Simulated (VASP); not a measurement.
Data:

```xyz
4
Lattice="3.9290 0.0000 0.0000 -1.9645 3.4026 0.0000 0.0000 0.0000 6.3262" Properties=species:S:1:pos:R:3 pbc="T T T"
Mn     1.9645     1.1342     0.0134
Mn     0.0000     2.2684     3.1765
S      1.9645     1.1342     3.9417
S      0.0000     2.2684     0.7786
```
Starting moments (μB, in the order of the record's atoms Mn Mn S S): 4.3 4.3 0.1 0.1.

Level of theory: PBEsol GGA, VASP's PBE PAW potentials (set 64) (plane waves; VASP). Settings: 400 eV cut-off, Gaussian smearing of 0.050 eV, potentials Mn_pv S.

The moments were started parallel, and other spin orders were not tried in this run.

Q: Give the spin-up energies of bands 13 to 26 at the high-symmetry points, in eV from the Fermi level.

A: 
```json
[
 {"band": "13", "Γ": "-4.86", "M": "-4.60", "K": "-4.74", "A": "-4.95", "L": "-4.63", "H": "-4.44"},
 {"band": "14", "Γ": "-4.86", "M": "-4.42", "K": "-4.74", "A": "-4.95", "L": "-4.63", "H": "-4.44"},
 {"band": "15", "Γ": "-3.35", "M": "-3.33", "K": "-3.47", "A": "-3.17", "L": "-3.07", "H": "-3.36"},
 {"band": "16", "Γ": "-3.35", "M": "-3.23", "K": "-3.37", "A": "-3.17", "L": "-3.07", "H": "-3.36"},
 {"band": "17", "Γ": "-3.06", "M": "-3.12", "K": "-3.37", "A": "-3.17", "L": "-3.02", "H": "-2.92"},
 {"band": "18", "Γ": "-3.06", "M": "-2.97", "K": "-3.27", "A": "-3.17", "L": "-3.02", "H": "-2.92"},
 {"band": "19", "Γ": "-2.83", "M": "-2.87", "K": "-2.83", "A": "-1.57", "L": "-2.91", "H": "-2.63"},
 {"band": "20", "Γ": "-0.69", "M": "-2.74", "K": "-2.38", "A": "-1.57", "L": "-2.91", "H": "-2.63"},
 {"band": "21", "Γ": "-0.69", "M": "-2.39", "K": "-2.38", "A": "-0.19", "L": "-1.47", "H": "-2.39"},
 {"band": "22", "Γ": "0.21", "M": "-2.22", "K": "-1.78", "A": "-0.19", "L": "-1.47", "H": "-2.39"},
 {"band": "23", "Γ": "0.37", "M": "-1.14", "K": "-1.72", "A": "-0.19", "L": "-1.32", "H": "-1.22"},
 {"band": "24", "Γ": "0.37", "M": "-0.76", "K": "-1.72", "A": "-0.19", "L": "-1.32", "H": "-1.22"},
 {"band": "25", "Γ": "1.05", "M": "3.41", "K": "3.57", "A": "2.65", "L": "3.02", "H": "4.28"},
 {"band": "26", "Γ": "2.67", "M": "3.66", "K": "5.48", "A": "2.65", "L": "3.02", "H": "4.28"}
]
```

Q: Give the spin-down energies of bands 13 to 26 at the high-symmetry points, in eV from the Fermi level.

A: 
```tsv
band	Γ	M	K	A	L	H
13	-3.41	-3.47	-3.75	-3.42	-3.40	-3.14
14	-3.30	-3.31	-3.75	-3.42	-3.40	-3.14
15	0.47	-0.04	0.06	0.79	0.48	0.20
16	0.47	0.27	0.26	0.79	0.48	0.20
17	0.88	0.64	0.26	0.79	0.86	0.84
18	0.99	0.84	0.42	0.79	0.86	0.84
19	0.99	0.90	1.01	1.84	0.96	1.19
20	2.04	1.17	1.24	1.84	0.96	1.19
21	2.21	1.24	1.60	2.60	1.66	1.30
22	2.21	1.54	1.60	2.60	1.66	1.30
23	2.84	2.08	1.87	2.60	1.71	1.86
24	3.21	2.19	1.87	2.60	1.71	1.86
25	3.21	4.77	5.17	3.67	4.52	5.69
26	4.03	5.07	6.62	3.67	4.52	5.69
```

It has no gap at this level: it comes out as a metal or semimetal.

The structure was generated: MnS was put into the wurtzite type (P6_3mc), which need not be its known phase. It was relaxed first, which changed the volume by -5 %.
